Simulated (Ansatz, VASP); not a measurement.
**One calculation of Na4Bi, two programs**

```
Na Bi
1.0
    -3.70753    3.70753    3.70753
     3.70753   -3.70753    3.70753
     3.70753    3.70753   -3.70753
Na Bi
4 1
Cartesian
  1.8538 1.8538 1.8538
  -1.8538 1.8538 1.8538
  1.8538 1.8538 -1.8538
  1.8538 -1.8538 1.8538
  0.0000 0.0000 0.0000
```

Alike in both runs: functional PBE; k mesh 8 × 8 × 8; occupations fermi-dirac, width 0.15 eV; no spin polarisation.

Ansatz relaxed the structure, and its values are those at the end. VASP's run is a single point on that final structure, the one shown.

|  | VASP | Ansatz |
| --- | --- | --- |
| version | VASP 6.6.1 | Ansatz 0.2.0 |
| potentials or method | VASP PAW PBE potentials, release 64 (Na_pv, Bi_d) | scalar-relativistic, plane waves, PAW |
| plane-wave cutoff (eV) | 520 | 420 |
| valence electrons in the cell | 43 | 51 |

|  | VASP | Ansatz | Ansatz less VASP |
| --- | --- | --- | --- |
| gap on the k mesh at the Fermi level (eV) | none | none | - |
| pressure (GPa) | 0.0 | 0.0 | +0.02 |

A gap of «none» marks a metal or a gap that the smearing closes. The two sets of potentials don't hold the same shells in valence.

Caveats: spin-orbit coupling is left out, which moves the levels of the heavy elements.
